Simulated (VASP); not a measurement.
Given:

```
SnGe
1.0
    3.88265     0.00000     0.00000
    0.00000     3.88265     0.00000
    0.00000     0.00000     7.45653
Sn Ge
2 2
Direct
  0.00000   0.50000   0.00000
  0.50000   0.00000   0.50000
  0.00000   0.00000   0.25000
  0.00000   0.00000   0.75000
```

Computed with PBEsol GGA, VASP's PBE PAW potentials (set 64) (plane waves; VASP). Settings: 400 eV cut-off, Gaussian smearing of 0.050 eV, potentials Sn_d Ge_d.

Give the energies of bands 22 to 32 at the high-symmetry points, in eV from the Fermi level.

| band | Γ | X | M | Z | R | A |
|---|---|---|---|---|---|---|
| 22 | -9.00 | -7.98 | -6.85 | -10.66 | -8.93 | -8.04 |
| 23 | -8.33 | -7.57 | -6.73 | -5.43 | -7.51 | -6.70 |
| 24 | -1.60 | -6.11 | -6.73 | -5.43 | -4.31 | -6.70 |
| 25 | -1.27 | -3.41 | -4.18 | -0.66 | -3.91 | -3.00 |
| 26 | -1.06 | -2.57 | -2.73 | -0.66 | -3.12 | -3.00 |
| 27 | -1.06 | -0.24 | -2.73 | 0.21 | -0.43 | -1.67 |
| 28 | 1.63 | 0.40 | -1.60 | 0.21 | -0.14 | -1.67 |
| 29 | 1.63 | 0.89 | -0.12 | 1.46 | 0.95 | -1.02 |
| 30 | 2.35 | 2.15 | 0.53 | 1.46 | 1.78 | -1.02 |
| 31 | 2.46 | 3.23 | 0.53 | 3.67 | 2.97 | 1.98 |
| 32 | 2.46 | 3.66 | 2.10 | 3.67 | 3.25 | 1.98 |

It has no gap at this level: it comes out as a metal or semimetal.

The structure was generated: SnGe was put into the PtS type (P4_2/mmc), which need not be its known phase. It was relaxed first.
